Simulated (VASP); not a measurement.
```
ReSe2
1.0
    1.58326     0.91410     6.68377
   -1.58326     0.91410     6.68377
    0.00000    -1.82820     6.68377
Re Se
1 2
Direct
  0.00007   0.00007   0.00007
  0.75359   0.75359   0.75359
  0.57964   0.57964   0.57964
```

Method: PBEsol GGA, VASP's PBE PAW potentials (set 64) (plane waves; VASP). Run with 400 eV cut-off, Gaussian smearing of 0.050 eV, potentials Re Se.

Without a dispersion term in the relaxation, distances and binding between the weakly bound layers, chains or molecules are unreliable, and so is what depends on them.

Problem. Give the energies of bands 3 to 12 at the high-symmetry points, in eV from the Fermi level.

Solution. 
```tsv
band	Γ	T	H2	L	S0	F
3	-8.68	-7.70	-7.29	-8.37	-7.29	-8.25
4	-3.86	-5.32	-7.16	-7.11	-7.15	-7.29
5	-3.86	-3.87	-6.15	-6.12	-6.20	-5.85
6	-3.35	-3.87	-5.46	-4.58	-5.46	-4.51
7	-2.85	-2.74	-5.17	-3.92	-5.12	-4.48
8	-2.76	-2.74	-4.28	-3.07	-4.33	-2.81
9	-2.76	-2.19	-2.01	-1.91	-2.00	-2.13
10	1.48	1.57	-0.09	0.38	-0.12	0.41
11	1.48	1.57	0.26	0.44	0.26	0.65
12	1.72	1.61	1.43	2.05	1.40	1.54
```

It has no gap at this level: it comes out as a metal or semimetal.

The structure was generated: ReSe2 was put into the 3R-MoS2 type (R3m), which need not be its known phase. It was relaxed first, which changed the volume by -9 %. The electron count is odd and the run is not spin-polarised, which forces a metal.
